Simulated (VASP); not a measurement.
**Ti2RuC3: single point with PBE**

The system is Ti2RuC3.

```xyz
12
Lattice="-1.5278 1.5278 6.4485 3.0555 -3.0555 12.8969 1.5278 1.5278 -6.4485" Properties=species:S:1:pos:R:3 pbc="T T T"
Ti    0.0000    0.0000    8.6107
Ti    1.5278   -1.5278   15.0591
Ti    0.0000    0.0000    4.2862
Ti    1.5278   -1.5278   10.7347
Ru    0.0000    0.0000    0.0000
Ru    1.5278   -1.5278    6.4485
C     0.0000    0.0000   10.7467
C     1.5278   -1.5278   17.1952
C     0.0000    0.0000    2.1502
C     1.5278   -1.5278    8.5986
C     0.0000    0.0000    6.4485
C     1.5278   -1.5278   12.8969
```

The cell was built by a generator and needn't be a form met in nature.

```json
{
  "Program": "VASP 6.6.1",
  "Task": "single point",
  "Functional": "PBE",
  "Potentials or basis": "VASP PAW PBE potentials, release 64 (Ti_sv, Ru_pv, C)",
  "Cutoff": "520 eV",
  "k mesh": "10 × 10 × 10",
  "Occupations": "gaussian, width 0.15 eV",
  "Spin": "no spin polarisation"
}
```

```json
{"Pressure": "0.1 GPa", "Largest force": "0.007 eV/Å", "Band gap on the k mesh": "none (metal or under the smearing width)"}
```

Forces in eV/Å, atoms in the order of the input:
```
Ti   0.000  0.000  0.004
Ti   0.000  0.000  0.004
Ti   0.000  0.000 -0.004
Ti   0.000  0.000 -0.004
Ru   0.000  0.000  0.000
Ru   0.000  0.000  0.000
C    0.000  0.000 -0.007
C    0.000  0.000 -0.007
C    0.000  0.000  0.007
C    0.000  0.000  0.007
C    0.000  0.000  0.000
C    0.000  0.000  0.000
```

Stress tensor (GPa, compression positive):
```
 0.18  0.00  0.00
 0.00  0.01  0.00
 0.00  0.00 -0.01
```

Levels at points of the mesh, in eV from the Fermi level:
```csv
k point,band 46,band 47,band 48,band 49,band 50,band 51,band 52,band 53,band 54,band 55
"(0.00, 0.00, 0.00)",-1.37,-0.72,-0.24,-0.24,-0.20,0.03,0.26,0.94,1.01,1.01
"(0.50, 0.00, 0.00)",-0.74,-0.72,-0.68,-0.20,0.01,0.28,1.03,1.05,1.15,1.69
"(0.00, 0.50, 0.00)",-1.97,-1.33,-1.33,-0.83,-0.83,0.57,0.57,1.23,1.23,1.86
"(0.50, 0.50, 0.00)",-2.33,-0.73,-0.73,-0.15,-0.15,0.21,0.21,1.46,1.46,1.78
"(0.50, 0.00, 0.50)",-1.25,-1.19,-0.72,-0.45,-0.45,-0.23,-0.20,1.05,1.60,1.60
"(0.50, 0.50, 0.50)",-2.09,-1.22,-1.22,-0.44,-0.44,0.22,0.22,1.22,1.22,1.48
```

Run time: 49 min on 4 MPI ranks on AMD EPYC 9R14 (Zen 4), on a shared host, peak memory 1.2 GiB a rank.
